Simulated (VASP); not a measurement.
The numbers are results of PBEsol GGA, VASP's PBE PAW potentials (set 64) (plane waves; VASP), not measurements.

VASP ran on this input.

KPOINTS:
```
k-points along high-symmetry lines
9
Line-mode
Reciprocal
  0.000000   0.000000   0.000000 ! GAMMA
  0.000000   0.500000   0.000000 ! Z

  0.000000   0.500000   0.000000 ! Z
  0.000000   0.500000   0.500000 ! D

  0.000000   0.500000   0.500000 ! D
  0.000000   0.000000   0.500000 ! B

  0.000000   0.000000   0.500000 ! B
  0.000000   0.000000   0.000000 ! GAMMA

  0.000000   0.000000   0.000000 ! GAMMA
 -0.500000   0.000000   0.500000 ! A

 -0.500000   0.000000   0.500000 ! A
 -0.500000   0.500000   0.500000 ! E

 -0.500000   0.500000   0.500000 ! E
  0.000000   0.500000   0.000000 ! Z

  0.000000   0.500000   0.000000 ! Z
 -0.500000   0.500000   0.000000 ! C_2

 -0.500000   0.500000   0.000000 ! C_2
 -0.500000   0.000000   0.000000 ! Y_2

 -0.500000   0.000000   0.000000 ! Y_2
  0.000000   0.000000   0.000000 ! GAMMA
```

POSCAR:
```
AlGa3N4
5.1406880
  0.9999999359   0.0000000000  -0.0000390060
  0.0000000000   0.6155860876   0.0000000000
 -0.0007631795   0.0000000000   1.0652999460
Al Ga N
1 3 4
direct
  0.0006614820   0.5000000000   0.6674104039
  0.4991231093   0.5000000000   0.3349825447
  0.4990753646   0.0000000000   0.8314522700
  0.9997379903   0.0000000000   0.1662084185
  0.1196758081   0.5000000000   0.3400388997
  0.1177004724   0.0000000000   0.8264078321
  0.6202741805   0.0000000000   0.1661716502
  0.6311515928   0.5000000000   0.6673279809
```

**INCAR**
```
! general
SYSTEM =AlGa3N4
PREC   =Accurate
ENCUT  =520
LREAL  =.FALSE.
LASPH  =.TRUE.
ICHARG =11

! electronic loop
EDIFF  =1E-7
NELM   =100
ALGO   =Normal
LMAXMIX=4

! smearing
ISMEAR =0
SIGMA  =0.05

! functional
GGA    =PS

! output
LWAVE  =.FALSE.
LCHARG =.FALSE.
LORBIT =11
```

POTCAR, in this order: Al Ga_d N (PBE.64 set). Program: vasp_std. Read from the step before: CHGCAR.

Output

OUTCAR:
```
 ion  position               nearest neighbor table
   1  0.001  0.500  0.667-   5 1.89   8 1.90   6 1.90   6 1.90   3 3.14   3 3.14
   2  0.499  0.500  0.335-   7 1.94   7 1.94   8 1.94   5 1.95
   3  0.499  0.000  0.831-   7 1.94   8 1.94   8 1.94   6 1.96   1 3.14   1 3.14
   4  1.000  0.000  0.166-   5 1.95   5 1.95   7 1.95   6 1.96
   5  0.120  0.500  0.340-   1 1.89   4 1.95   4 1.95   2 1.95
   6  0.118  0.000  0.826-   1 1.90   1 1.90   4 1.96   3 1.96
   7  0.620  0.000  0.166-   3 1.94   2 1.94   2 1.94   4 1.95
   8  0.631  0.500  0.667-   1 1.90   2 1.94   3 1.94   3 1.94
  LATTYP: Found a simple monoclinic cell.
 ALAT       =     5.1406876745
 B/A-ratio  =     0.6155861265
 C/A-ratio  =     1.0653002868
 COS(beta)  =    -0.0007554045
 Subroutine PRICEL returns:
 Original cell was already a primitive cell.
 Subroutine GETGRP returns: Found  2 space group operations
The static configuration has the point symmetry C_1h.
The dynamic configuration has the point symmetry C_1h.
 Subroutine INISYM returns: Found  2 space group operations
   k-points           NKPTS =     90   k-points in BZ     NKDIM =     90   number of bands    NBANDS=     37
   number of dos      NEDOS =    301   number of ions     NIONS =      8
   total plane-waves  NPLWV =  40320
   dimension x,y,z NGX =    40 NGY =   24 NGZ =   42
   dimension x,y,z NGXF=    80 NGYF=   48 NGZF=   84
...
```

File OSZICAR:
```
       N       E                     dE             d eps       ncg     rms          rms(c)
DAV:   1     0.631862824046E+03    0.63186E+03   -0.29027E+04  7090   0.292E+03
DAV:   2     0.548046687349E+02   -0.57706E+03   -0.55697E+03  7132   0.696E+02
DAV:   3    -0.476720237651E+02   -0.10248E+03   -0.98045E+02  7999   0.201E+02
DAV:   4    -0.543258432022E+02   -0.66538E+01   -0.65995E+01  8333   0.527E+01
DAV:   5    -0.545463653736E+02   -0.22052E+00   -0.21996E+00  8517   0.947E+00
DAV:   6    -0.545544162665E+02   -0.80509E-02   -0.80484E-02  9890   0.176E+00
DAV:   7    -0.545545543509E+02   -0.13808E-03   -0.13806E-03  8921   0.203E-01
DAV:   8    -0.545545573333E+02   -0.29825E-05   -0.29824E-05  9776   0.319E-02
DAV:   9    -0.545545573784E+02   -0.45115E-07   -0.45089E-07  7816   0.381E-03
   1 F= -.54554557E+02 E0= -.54554557E+02  d E =-.818887E-16
```

File OUTCAR:
```
 val. band max:        5.4385749710   @ k =   0.0000   0.0000   0.0000

 cond. band min:       7.8227222295   @ k =   0.0000   0.0000   0.0000



 k-point     1 :       0.0000    0.0000    0.0000
  band No.  band energies     occupation
      1     -10.3909      2.00000
      2      -9.4245      2.00000
      3      -9.2267      2.00000
      4      -8.9547      2.00000
      5      -7.7890      2.00000
      6      -7.7879      2.00000
      7      -7.7743      2.00000
      8      -7.7275      2.00000
      9      -7.6846      2.00000
     10      -7.6337      2.00000
     11      -7.6290      2.00000
     12      -7.5867      2.00000
     13      -7.5308      2.00000
     14      -7.4808      2.00000
     15      -7.4759      2.00000
     16      -7.4230      2.00000
     17      -6.6066      2.00000
     18      -6.4804      2.00000
     19      -5.9317      2.00000
     20      -1.5031      2.00000
     21      -0.8391      2.00000
     22       0.4202      2.00000
     23       1.3748      2.00000
     24       2.8077      2.00000
     25       3.2565      2.00000
     26       4.3128      2.00000
     27       4.4024      2.00000
     28       4.5784      2.00000
     29       5.3550      2.00000
     30       5.4109      2.00000
     31       5.4386      2.00000
     32       7.8227      0.00000
     33      10.0680      0.00000
     34      10.6085      0.00000
     35      11.1590      0.00000
     36      11.8477      0.00000
     37      14.4700      0.00000

 k-point     2 :       0.0000    0.0625    0.0000
  band No.  band energies     occupation
      1     -10.3593      2.00000
      2      -9.4169      2.00000
      3      -9.2188      2.00000
      4      -8.9517      2.00000
      5      -7.7889      2.00000
      6      -7.7795      2.00000
      7      -7.7688      2.00000
      8      -7.7299      2.00000
      9      -7.6803      2.00000
     10      -7.6357      2.00000
     11      -7.6244      2.00000
     12      -7.5857      2.00000
...
```

The density is held fixed in this step, so its total energy and stress have no physical meaning.

The structure comes from a computed database's AlGa3N4 entry (Pm); how it stands against other phases isn't given here. It was relaxed first.
